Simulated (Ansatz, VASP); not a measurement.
## One calculation of Be2TeS2, two programs

```xyz
5
Lattice="3.2930 0.0000 0.0000 0.0000 3.2930 0.0000 0.0000 0.0000 9.8589" Properties=species:S:1:pos:R:3 pbc="T T T"
Be    0.0000    0.0000    0.0000
Be    1.6465    1.6465    0.0000
Te    0.0000    0.0000    4.9295
S     1.6465    0.0000    8.5889
S     0.0000    1.6465    1.2700
```

The cell was built by a generator and needn't be a form met in nature.

Alike in both runs: task single point; functional PBE; dispersion D3(BJ); k mesh 12 × 12 × 4; occupations gaussian, width 0.1 eV; no spin polarisation.

|  | VASP | Ansatz |
| --- | --- | --- |
| version | VASP 6.6.1 | Ansatz 0.2.0 |
| potentials or method | VASP PAW PBE potentials, release 64 (Be, Te, S) | scalar-relativistic, plane waves, PAW |
| plane-wave cutoff (eV) | 520 | 420 |
| valence electrons in the cell | 22 | 32 |

```tsv
	VASP	Ansatz	Ansatz less VASP
gap on the k mesh at the Fermi level (eV)	none	none	-
pressure (GPa)	-0.1	0.0	+0.06
rms of the force components (eV/Å)	0.003	0.003	+0.0008
dispersion energy (meV/atom)	-280.7	-280.8	-0.06
```

Atom by atom the forces differ by 0.001 eV/Å (rms over components). A gap of «none» marks a metal or a gap that the smearing closes. The two sets of potentials don't hold the same shells in valence.

Spin-orbit coupling is left out, which matters for the levels of Te.
